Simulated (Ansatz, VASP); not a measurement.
**One calculation of Si, two programs**

```
Si
1.0
     0.00000    2.97088    2.60627
     2.52525    0.00000    2.60627
     2.52525    2.97088    0.00000
Si
2
Cartesian
  2.5252 2.9709 2.6063
  3.7879 4.4563 3.9094
```

Change from the starting cell: strain +e along x and -e along y -0.0825, strain +e along z and -e/2 along x and y -0.0350.

Alike in both runs: task single point; functional LDA; k mesh 12 × 12 × 12; occupations gaussian, width 0.05 eV; no spin polarisation.

```csv
,VASP,Ansatz
version,VASP 6.6.1,Ansatz 0.2.0
potentials or method,"VASP PAW LDA potentials, release 64 (Si)","scalar-relativistic, plane waves, PAW"
plane-wave cutoff (eV),520,420
valence electrons in the cell,8,8
```

VASP gave:

| Property | Result |
| --- | --- |
| gap on the k mesh at the Fermi level (eV) | none |
| pressure (GPa) | 0.0 |
| largest component of the traceless stress (GPa) | 11.18 |

Question: Estimate Ansatz's values.

Answer: gap on the k mesh at the Fermi level (eV): none; pressure (GPa): -0.1; largest component of the traceless stress (GPa): 11.18.

A gap of «none» marks a metal or a gap that the smearing closes. Ansatz warned: «pseudo_functional_mismatch».
